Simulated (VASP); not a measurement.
# EuIr (Fm-3m) in VASP: notebook

The runs below take EuIr through relaxation of cell and atoms, single point, with PBE.

Everything below comes from runs of VASP 6.6.1. Logs are shortened: lines on timing, memory, paths and dates and some standing lists are left out, and cuts for length are marked.

### 1 The crystal as given

Symmetry: Fm-3m, No. 225, cubic system. Conventional cell: a = 5.557 Å, b = 5.557 Å, c = 5.557 Å, α = 90.00°, β = 90.00°, γ = 90.00°. Eu (site symmetry m-3m) is surrounded by 6 Ir at 2.78 Å. Around Ir (site symmetry m-3m) lie 6 Eu at 2.78 Å.

The cell was built by a generator and needn't be a form met in nature.

### 2 Relaxation of cell and atoms, PBE, collinear spin, typed start

File INCAR:

```
PREC     = Accurate       # precision mode
ENCUT    = 600            # plane-wave cutoff, eV
EDIFF    = 1E-7           # SCF threshold, eV
ISMEAR   = -1             # smearing method
SIGMA    = 0.1            # smearing width, eV
LREAL    = F              # projectors in reciprocal space
LASPH    = T              # aspherical terms in the spheres
NELM     = 150            # most SCF steps
ALGO     = Normal         # electronic algorithm
ISIF     = 3              # what is computed and relaxed
LWAVE    = F              # write WAVECAR
LCHARG   = F              # write CHGCAR
ISPIN    = 2              # spin polarisation
MAGMOM   = 6.3 6.3 -0.4 -0.4 # initial moments
LORBIT   = 11             # projections on sites
LMAXMIX  = 6              # l up to which the mixer works
GGA      = PE             # functional
IBRION   = 2              # ionic algorithm
NSW      = 60             # ionic steps
EDIFFG   = -0.01          # ionic threshold
```

File KPOINTS:

```
Automatic mesh
0
Gamma
  6 6 3
```

File POSCAR:

```
EuIr
1.0
    0.0000000000      2.7785423400      2.7785423400
    2.7785423400      0.0000000000      2.7785423400
    5.5570846800      5.5570846800      0.0000000000
Eu Ir
2 2
Direct
    0.0000000000      0.0000000000      0.0000000000
    0.0000000000      0.0000000000      0.5000000000
    0.5000000000      0.5000000000      0.2500000000
    0.5000000000      0.5000000000      0.7500000000
```

Potentials or basis: VASP PAW PBE potentials, release 64 (Eu, Ir).

The run is started by

```sh
cat potpaw_PBE.64/Eu/POTCAR potpaw_PBE.64/Ir/POTCAR > POTCAR
mpirun -np 1 vasp_std > vasp.out
```

OUTCAR:

```text
PREC = Accurate
   ENCUT = 600
   EDIFF = 1E-7
   ISMEAR = -1
   LREAL = F
   LASPH = T
   NELM = 150
   ISIF = 3
   ISPIN = 2
   LORBIT = 11
   GGA = PE
   IBRION = 2
   NSW = 60
   EDIFFG = -0.01

 ion  position               nearest neighbor table
   1  0.000  0.000  0.000-   4 2.78   3 2.78   4 2.78   3 2.78   4 2.78   3 2.78
   2  0.000  0.000  0.500-   3 2.78   3 2.78   4 2.78   3 2.78   4 2.78   4 2.78
   3  0.500  0.500  0.250-   1 2.78   1 2.78   2 2.78   1 2.78   2 2.78   2 2.78
   4  0.500  0.500  0.750-   2 2.78   1 2.78   2 2.78   1 2.78   2 2.78   1 2.78

  LATTYP: Found a trigonal (rhomboedric) cell.
 ALAT       =     6.8060109617
 COS(alpha) =     0.8333333333

  Lattice vectors:

 A1 = (   5.5570846800,   2.7785423400,  -2.7785423400)
 A2 = (   2.7785423400,   2.7785423400,  -5.5570846800)
 A3 = (   2.7785423400,   5.5570846800,  -2.7785423400)

Analysis of symmetry for initial positions (statically):
=====================================================================
 Subroutine PRICEL returns following result:

  LATTYP: Found a face centered cubic cell.
 ALAT       =     5.5570846800
[... 12 lines left out ...]
 Subroutine GETGRP returns: Found 12 space group operations
 (whereof 12 operations were pure point group operations)
 out of a pool of 12 trial point group operations.

The static configuration has the point symmetry D_3d.

Analysis of symmetry for dynamics (positions and initial velocities):
=====================================================================
 Subroutine PRICEL returns following result:

  LATTYP: Found a face centered cubic cell.
 ALAT       =     5.5570846800
[... 12 lines left out ...]
 Subroutine GETGRP returns: Found 12 space group operations
 (whereof 12 operations were pure point group operations)
 out of a pool of 12 trial point group operations.

The dynamic configuration has the point symmetry D_3d.

Analysis of structural, dynamic, and magnetic symmetry:
=====================================================================
 Subroutine PRICEL returns following result:

  LATTYP: Found a face centered cubic cell.
 ALAT       =     5.5570846800
[... 12 lines left out ...]
 Subroutine GETGRP returns: Found 12 space group operations
 (whereof 12 operations were pure point group operations)
 out of a pool of 12 trial point group operations.

[... 149 lines left out ...]

 number of electron      51.9999996 magnetization       9.8552996

 number of electron      51.9999993 magnetization      12.0049437

 Free energy of the ion-electron system (eV)
  ---------------------------------------------------
  ext. energy  EPLUGINS =         0.00000000
  ---------------------------------------------------
  free energy    TOTEN  =       -40.19467369 eV

  energy without entropy =      -39.95886147  energy(sigma->0) =      -40.07676758

------------------------ aborting loop because EDIFF is reached ----------------------------------------

  FORCE on cell =-STRESS in cart. coord.  units (eV):
  Direction    XX          YY          ZZ          XY          YZ          ZX
  --------------------------------------------------------------------------------------
  -------------------------------------------------------------------------------------
  Total        6.0914148      6.0914148      6.0914148      0.0000004     -0.0000004     -0.0000004
  in kB      113.7411744    113.7411744    113.7411744      0.0000068     -0.0000068     -0.0000068
  external PRESSURE =     113.7411744 kB  Pullay stress =       0.0000000 kB
[... 27 lines left out ...]
 number of electron      51.9999998 magnetization      -0.0485675

 number of electron      52.0000009 magnetization       3.5430671

------------------------ aborting loop EDIFF was not reached (unconverged)  ----------------------------

  FORCE on cell =-STRESS in cart. coord.  units (eV):
  Direction    XX          YY          ZZ          XY          YZ          ZX
  --------------------------------------------------------------------------------------
  -------------------------------------------------------------------------------------
  Total       -1.3471945     -1.3471945     -1.3471945      0.2284399     -0.2284399     -0.2284399
  in kB      -20.3359435    -20.3359435    -20.3359435      3.4483077     -3.4483077     -3.4483077
  external PRESSURE =     -20.3359435 kB  Pullay stress =       0.0000000 kB
[... 105 lines left out ...]
--------------------------------------- Ionic step        5  -------------------------------------------

 number of electron      51.9999999 magnetization      11.9717357

 Free energy of the ion-electron system (eV)
  ---------------------------------------------------
  ext. energy  EPLUGINS =         0.00000000
  ---------------------------------------------------
  free energy    TOTEN  =       -40.54566928 eV

  energy without entropy =      -40.27529991  energy(sigma->0) =      -40.41048459

 E-fermi :   3.5546     XC(G=0): -10.9861

 val. band max:        3.5000700656   @ k =   0.5000   0.0000   0.0000
 cond. band min:       3.5691550177   @ k =   0.0000   0.0000   0.0000
 fundamental gap:      0.0690849521
 Fermi energy:         3.5546465491

 spin component 1

 k-point     1 :       0.0000    0.0000    0.0000
  band No.  band energies     occupation
      1     -37.2413      1.00000
      2     -37.2200      1.00000
      3     -16.0887      1.00000
      4     -15.8332      1.00000
      5     -15.8332      1.00000
      6     -15.7423      1.00000
[... 629 lines left out ...]
     36       5.0699      0.00000
     37       6.4510      0.00000
 Fermi energy:         3.5546465491

 spin component 2

 k-point     1 :       0.0000    0.0000    0.0000
  band No.  band energies     occupation
      1     -34.3425      1.00000
      2     -34.3138      1.00000
      3     -14.1043      1.00000
      4     -13.7680      1.00000
      5     -13.7680      1.00000
      6     -13.6446      1.00000
[... 660 lines left out ...]
  FREE ENERGIE OF THE ION-ELECTRON SYSTEM (eV)
  ---------------------------------------------------
  free  energy   TOTEN  =       -40.5456692762 eV

  energy  without entropy=      -40.2752999055  energy(sigma->0) =      -40.41048459

 reached required accuracy - stopping structural energy minimisation

 total charge

# of ion       s       p       d       f       tot
--------------------------------------------------
    1        2.073   5.703   0.583   6.366  14.726
    2        2.073   5.703   0.583   6.366  14.726
    3        0.817   0.134   7.284   0.000   8.234
    4        0.817   0.134   7.284   0.000   8.234
--------------------------------------------------
tot          5.780  11.673  15.733  12.733  45.919

 magnetization (x)

# of ion       s       p       d       f       tot
--------------------------------------------------
    1       -0.001  -0.101   0.113   6.254   6.264
    2       -0.001  -0.101   0.113   6.254   6.264
    3       -0.045   0.033  -0.576   0.000  -0.588
    4       -0.045   0.033  -0.576   0.000  -0.588
--------------------------------------------------
tot         -0.093  -0.136  -0.926  12.507  11.353
```

OSZICAR:

```text
N       E                     dE             d eps       ncg     rms          rms(c)
DAV:   1     0.447055270994E+03    0.44706E+03   -0.20225E+04  3302   0.691E+03
DAV:   2     0.961539335185E+02   -0.35090E+03   -0.30942E+03  3188   0.613E+02
DAV:   3    -0.167665893461E+02   -0.11292E+03   -0.10178E+03  3540   0.260E+02
[... 328 lines left out ...]
DAV:  16    -0.405456708643E+02    0.14533E-05   -0.31244E-06  4376   0.312E-02    0.896E-02
DAV:  17    -0.405456710046E+02   -0.14026E-06   -0.44328E-07  2780   0.888E-03    0.544E-02
DAV:  18    -0.405456706052E+02    0.39939E-06   -0.61303E-07  3114   0.871E-03    0.334E-02
DAV:  19    -0.405456702162E+02    0.38904E-06   -0.18529E-07  2295   0.741E-03    0.252E-02
DAV:  20    -0.405456692074E+02    0.10088E-05   -0.19292E-06  3756   0.385E-02    0.121E-02
DAV:  21    -0.405456692762E+02   -0.68776E-07   -0.57859E-07  2566   0.840E-03
   5 F= -.40545669E+02 E0= -.40410485E+02  d E =-.350996E+00  mag=    11.9718
```

CONTCAR:

```text
EuIr
   1.00000000000000
    -0.0000000000000000    2.8936813378103374    2.8936813378103374
     2.8936813378103374   -0.0000000000000000    2.8936813378103374
     5.7873627030906354    5.7873627030906354   -0.0000000274699601
  Eu              Ir
     2     2
Direct
     0.0000000000000000    0.0000000000000000    0.0000000000000000
     0.0000000000000000    0.0000000000000000    0.5000000000000000
     0.5000000000000000    0.5000000000000000    0.2500000000000000
     0.5000000000000000    0.5000000000000000    0.7500000000000000

  0.00000000E+00  0.00000000E+00  0.00000000E+00
  0.00000000E+00  0.00000000E+00  0.00000000E+00
  0.00000000E+00  0.00000000E+00  0.00000000E+00
  0.00000000E+00  0.00000000E+00  0.00000000E+00
```

Run time: 77 min. Hardware: 1 thread of Intel Xeon Platinum 8488C (Sapphire Rapids), shared host; peak memory 0.42 GiB.

What came out:

```yaml
Free_energy: -40.5457 eV
Relaxed_volume: 24.23 Å³/atom
Relaxed_cell: a = 4.092 Å, b = 4.092 Å, c = 8.185 Å, α = 60.00°, β = 60.00°, γ = 60.00°
Space_group_after_relaxing_to_0.05_Å: Fm-3m (No. 225)
Energy_gained_by_relaxing: 87.7 meV/atom
Ionic_steps: 5
Pressure_after_relaxing: 0.0 GPa
Band_gap_on_the_k_mesh: none (metal or under the smearing width)
Net_moment: 11.97 μB per cell
Site_moments: Eu +6.26; Ir -0.59 μB
Valence_electrons_inside_the_program's_atomic_spheres: Eu 14.73; Ir 8.23
```

Step by step:
| step | energy change (eV) | largest force (eV/Å) | pressure (GPa) | volume (Å³) |
| --- | --- | --- | --- | --- |
| 1 | 0.0000 | 0.0000 | 11.37 | 85.80 |
| 2 | 7.8905 | 0.0000 | -2.03 | 106.14 |
| 3 | -0.2936 | 0.0000 | -3.30 | 102.24 |
| 4 | -0.3492 | 0.0000 | -0.63 | 97.84 |
| 5 | -0.3510 | 0.0000 | 0.00 | 96.92 |

Final structure:
```cif
data_structure
_symmetry_space_group_name_H-M 'P 1'
_symmetry_Int_Tables_number 1
_cell_length_a 4.0923
_cell_length_b 4.0923
_cell_length_c 8.1846
_cell_angle_alpha 60.000
_cell_angle_beta 60.000
_cell_angle_gamma 60.000
_cell_volume 96.92
loop_
_atom_site_label
_atom_site_type_symbol
_atom_site_fract_x
_atom_site_fract_y
_atom_site_fract_z
_atom_site_occupancy
Eu1 Eu 0.00000 0.00000 0.00000 1
Eu2 Eu 0.00000 0.00000 0.50000 1
Ir1 Ir 0.50000 0.50000 0.25000 1
Ir2 Ir 0.50000 0.50000 0.75000 1
```

Levels at points of the mesh, in eV from the Fermi level:
Spin up:
```tsv
k point	band 28	band 29	band 30	band 31	band 32	band 33	band 34	band 35	band 36	band 37
(0.00, 0.00, 0.00)	-0.48	-0.47	-0.47	-0.05	-0.05	0.36	0.36	0.86	1.94	1.94
(0.50, 0.00, 0.00)	-0.47	-0.19	-0.19	-0.05	-0.05	0.36	0.36	0.86	1.70	1.94
```
Spin down:
```csv
k point,band 16,band 17,band 18,band 19,band 20,band 21,band 22,band 23,band 24,band 25
"(0.00, 0.00, 0.00)",-1.17,-1.17,-0.78,-0.73,-0.73,0.01,2.50,2.50,3.82,3.82
"(0.50, 0.00, 0.00)",-0.78,-0.73,-0.73,-0.57,-0.57,0.01,2.07,2.50,2.50,3.81
```

Caveat: without U or exact exchange the open f shell lies at the Fermi level, which spoils levels, moments and volumes. The run has no spin-orbit coupling, so splittings on Eu, Ir are missing.

(Continued in part 2 of 2.)
